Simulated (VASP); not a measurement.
The input files of a VASP run:

File KPOINTS:
```
Automatic mesh
0
Gamma
16 16 16
0 0 0
```

**POSCAR**
```
W
1
   -1.5443969805     1.5443969805     1.5443969805
    1.5443969805    -1.5443969805     1.5443969805
    1.5443969805     1.5443969805    -1.5443969805
W
1
Direct
  0.0000000000   0.0000000000   0.0000000000
```

INCAR:
```
# general
SYSTEM  = W
PREC    = Accurate
ENCUT   = 500   # plane-wave cut-off (eV)
LREAL   = .FALSE.   # projection in real space or not
LASPH   = .TRUE.

# electronic loop
EDIFF   = 1E-6   # SCF stop (eV)
NELM    = 100
ALGO    = Normal   # blocked Davidson
LMAXMIX = 6
LMIXTAU = .TRUE.

# smearing
ISMEAR  = 1   # Methfessel-Paxton
SIGMA   = 0.1   # width (eV)

# functional
METAGGA = R2SCAN

# ions
IBRION  = 2   # conjugate gradients
NSW     = 40   # most ionic steps
ISIF    = 3   # ions, shape and volume
EDIFFG  = -0.02   # ionic stop
PSTRESS = 450   # kbar

# output
LWAVE   = .FALSE.
LCHARG  = .FALSE.
```

POTCAR, in this order: W_sv (PBE.64 set). Program: vasp_std.

Problem. Write an equivalent input for Ansatz.

Solution. One equivalent input (not run):
Ansatz 0.2 input:
```yaml
crystal:
  lattice:
    - [-1.5443970, 1.5443970, 1.5443970]
    - [1.5443970, -1.5443970, 1.5443970]
    - [1.5443970, 1.5443970, -1.5443970]
  atoms:
    - { symbol: W, position: [0.0000000, 0.0000000, 0.0000000] }
kpoints:
  mp_grid: { grid: [16, 16, 16] }
hamiltonian:
  xc: r2scan
  pseudopotentials: { kind: paw }
scf:
  occupations: { method: methfessel_paxton, width: 0.1 }
  max_iter: 100
relax:
  max_steps: 40
  f_tol: 0.02
  cell: { p_target: 45 }
output: { forces: true, stress: true, eigenvalues: true }
```
Limits of the translation: each code has its own PAW files, so the cut-off isn't converted (ENCUT is set for VASP's; basis.ecutwfc is left out, and Ansatz then takes the one that its files recommend); Ansatz stops its SCF on the density residual and VASP on the energy change (EDIFF).

The compound is W in the bcc structure. This run relaxes it under an external pressure of 45 GPa. Symmetry was kept, so distortions that lower it aren't found.
